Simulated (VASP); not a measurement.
Data:

```yaml
crystal:
  lattice:
    - [0.00000, 2.63557, 2.63557]
    - [2.63557, 0.00000, 2.63557]
    - [2.63557, 2.63557, 0.00000]
  atoms:
    - { symbol: K, position: [0.00000, 0.00000, 0.00000] }
    - { symbol: F, position: [0.50000, 0.50000, 0.50000] }
```

Calculation: optB88-vdW, VASP's PBE PAW potentials (set 64) (plane waves; VASP 6.6.1). Settings: 520 eV cut-off, 9×9×9 Γ-centred mesh, Gaussian smearing of 0.050 eV, potentials K_sv F.

**Question.** Estimate the energy per atom (σ→0), pressure, band gap (on the k-mesh) with the smallest direct gap where there is one.

**Answer.** 
```yaml
band gap (on the k-mesh): 6.36 eV
smallest direct gap (on the k-mesh): 6.36 eV
energy per atom (σ→0): -214.5 kJ/mol-atom
pressure: 1.11 GPa
```

Only differences to runs with the same potentials and settings are physical.

The compound is KF in the rock salt structure. This cell is one point of a volume scan, at 0.97 of the reference volume.
